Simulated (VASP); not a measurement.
Computed with PW91 GGA, VASP's PBE PAW potentials (set 64) (plane waves; VASP).

VASP input:

POSCAR:
```
PdIn
1
    3.3126981504     0.0000000000     0.0000000000
   -0.0000000000     3.3126981504     0.0000000000
   -0.0000000000    -0.0000000000     3.3126981504
In Pd
1 1
Direct
  0.5000000000   0.5000000000   0.5000000000
  0.0000000000   0.0000000000   0.0000000000
```

### KPOINTS
```
Automatic mesh
0
Gamma
  10 10 10
```

INCAR:
```
SYSTEM = PdIn
PREC = Accurate; ENCUT = 520; LREAL = .False.
LASPH = .True.
EDIFF = 1E-6; NELM = 100; ALGO = Normal
LMAXMIX = 4
ISMEAR = 1; SIGMA = 0.1
GGA = 91
IBRION = 2; NSW = 60; ISIF = 3
EDIFFG = -0.01
LWAVE = .False.; LCHARG = .False.
```

POTCAR, in this order: In_d Pd (PBE.64 set). Program: vasp_std.

Output

**OUTCAR**
```
 ion  position               nearest neighbor table
   1  0.500  0.500  0.500-   2 2.87   2 2.87   2 2.87   2 2.87   2 2.87   2 2.87   2 2.87   2 2.87
  LATTYP: Found a simple cubic cell.
 ALAT       =     3.3126981504
 Subroutine PRICEL returns:
 Original cell was already a primitive cell.
 Subroutine GETGRP returns: Found 48 space group operations
The static configuration has the point symmetry O_h .
The dynamic configuration has the point symmetry O_h .
 Subroutine INISYM returns: Found 48 space group operations
 Subroutine IBZKPT returns following result:
 Found     56 irreducible k-points:

 Following reciprocal coordinates:
            Coordinates               Weight
  0.000000  0.000000  0.000000      1.000000
  0.100000  0.000000  0.000000      6.000000
  0.200000  0.000000  0.000000      6.000000
  0.300000  0.000000  0.000000      6.000000
  0.400000  0.000000  0.000000      6.000000
  0.500000  0.000000  0.000000      3.000000
  0.100000  0.100000  0.000000     12.000000
  0.200000  0.100000  0.000000     24.000000
  0.300000  0.100000  0.000000     24.000000
  0.400000  0.100000  0.000000     24.000000
  0.500000  0.100000  0.000000     12.000000
  0.200000  0.200000  0.000000     12.000000
  0.300000  0.200000  0.000000     24.000000
  0.400000  0.200000  0.000000     24.000000
  0.500000  0.200000  0.000000     12.000000
  0.300000  0.300000  0.000000     12.000000
  0.400000  0.300000  0.000000     24.000000
  0.500000  0.300000  0.000000     12.000000
  0.400000  0.400000  0.000000     12.000000
  0.500000  0.400000  0.000000     12.000000
  0.500000  0.500000  0.000000      3.000000
  0.100000  0.100000  0.100000      8.000000
  0.200000  0.100000  0.100000     24.000000
  0.300000  0.100000  0.100000     24.000000
  0.400000  0.100000  0.100000     24.000000
  0.500000  0.100000  0.100000     12.000000
  0.200000  0.200000  0.100000     24.000000
  0.300000  0.200000  0.100000     48.000000
  0.400000  0.200000  0.100000     48.000000
  0.500000  0.200000  0.100000     24.000000
  0.300000  0.300000  0.100000     24.000000
  0.400000  0.300000  0.100000     48.000000
  0.500000  0.300000  0.100000     24.000000
  0.400000  0.400000  0.100000     24.000000
  0.500000  0.400000  0.100000     24.000000
  0.500000  0.500000  0.100000      6.000000
  0.200000  0.200000  0.200000      8.000000
  0.300000  0.200000  0.200000     24.000000
  0.400000  0.200000  0.200000     24.000000
  0.500000  0.200000  0.200000     12.000000
   k-points           NKPTS =     56   k-points in BZ     NKDIM =     56   number of bands    NBANDS=     15
   number of dos      NEDOS =    301   number of ions     NIONS =      2
   total plane-waves  NPLWV =  21952
   dimension x,y,z NGX =    28 NGY =   28 NGZ =   28
   dimension x,y,z NGXF=    56 NGYF=   56 NGZF=   56
   ions per type =               1   1
   PREC   = accura    normal or accurate (medium, high low for compatibility)
   ISTART =      0    job   : 0-new  1-cont  2-samecut
   ICHARG =      2    charge: 1-file 2-atom 10-const
   ISPIN  =      1    spin polarized calculation?
   LNONCOLLINEAR =      F non collinear calculations
   LSORBIT =      F    spin-orbit coupling
   INIWAV =      1    electr: 0-lowe 1-rand  2-diag
   ENCUT  =  520.0 eV  38.22 Ry    6.18 a.u.   6.16  6.16  6.16*2*pi/ulx,y,z
   NELM   =    100;   NELMIN=  2; NELMDL= -5     # of ELM steps
   EDIFF  = 0.1E-05   stopping-criterion for ELM
   LREAL  =      F    real-space projection
   NLSPLINE    = F    spline interpolate recip. space projectors
   LMAXMIX     =    4 max onsite mixed and CHGCAR
   VOSKOWN=      0    Vosko Wilk Nusair interpolation
...
```

OSZICAR:
```
       N       E                     dE             d eps       ncg     rms          rms(c)
DAV:   1     0.164270301655E+03    0.16427E+03   -0.11556E+04  1723   0.198E+03
DAV:   2    -0.916061456268E+00   -0.16519E+03   -0.16084E+03  1736   0.411E+02
DAV:   3    -0.886894318803E+01   -0.79529E+01   -0.78852E+01  2094   0.955E+01
DAV:   4    -0.901369638516E+01   -0.14475E+00   -0.14471E+00  2037   0.125E+01
DAV:   5    -0.902039492934E+01   -0.66985E-02   -0.66985E-02  2524   0.238E+00    0.617E+00
DAV:   6    -0.884100595826E+01    0.17939E+00   -0.47508E-01  2051   0.104E+01    0.278E+00
DAV:   7    -0.880789254737E+01    0.33113E-01   -0.80874E-02  2218   0.521E+00    0.130E+00
DAV:   8    -0.880061617759E+01    0.72764E-02   -0.24576E-02  1862   0.153E+00    0.389E-01
DAV:   9    -0.879974228782E+01    0.87389E-03   -0.19321E-03  2163   0.774E-01    0.639E-02
DAV:  10    -0.879973953075E+01    0.27571E-05   -0.53298E-05  2203   0.113E-01    0.254E-02
DAV:  11    -0.879974003503E+01   -0.50429E-06   -0.52995E-06  1939   0.246E-02
   1 F= -.87997400E+01 E0= -.87995929E+01  d E =-.879974E+01
```

**OUTCAR**
```
------------------------ aborting loop because EDIFF is reached ----------------------------------------
  FORCE on cell =-STRESS in cart. coord.  units (eV):
  Direction    XX          YY          ZZ          XY          YZ          ZX
  --------------------------------------------------------------------------------------
  Total       -0.0085535     -0.0085535     -0.0085535      0.0000000     -0.0000000      0.0000000
  in kB       -0.3769734     -0.3769734     -0.3769734      0.0000000     -0.0000000      0.0000000
  external PRESSURE =      -0.3769734 kB  Pullay stress =       0.0000000 kB
  volume of cell :       36.35
      direct lattice vectors                 reciprocal lattice vectors
     3.312698150  0.000000000  0.000000000     0.301868735  0.000000000  0.000000000
     0.000000000  3.312698150  0.000000000     0.000000000  0.301868735  0.000000000
     0.000000000  0.000000000  3.312698150     0.000000000  0.000000000  0.301868735
 POSITION                                       TOTAL-FORCE (eV/Angst)
 -----------------------------------------------------------------------------------
      1.65635      1.65635      1.65635         0.000000      0.000000      0.000000
      0.00000      0.00000      0.00000         0.000000      0.000000      0.000000
 -----------------------------------------------------------------------------------
    total drift:                                0.000000      0.000000      0.000000
  FREE ENERGIE OF THE ION-ELECTRON SYSTEM (eV)
  ---------------------------------------------------
  free  energy   TOTEN  =        -8.7997400350 eV

  energy  without entropy=       -8.7992986355  energy(sigma->0) =       -8.79959290

 reached required accuracy - stopping structural energy minimisation
```
(Selected blocks of OUTCAR.)

The compound is PdIn in the CsCl type structure. It was relaxed first, which changed the volume by +6 %. The start is the result of an earlier pass. The electron count is odd and the run is not spin-polarised, which forces a metal.
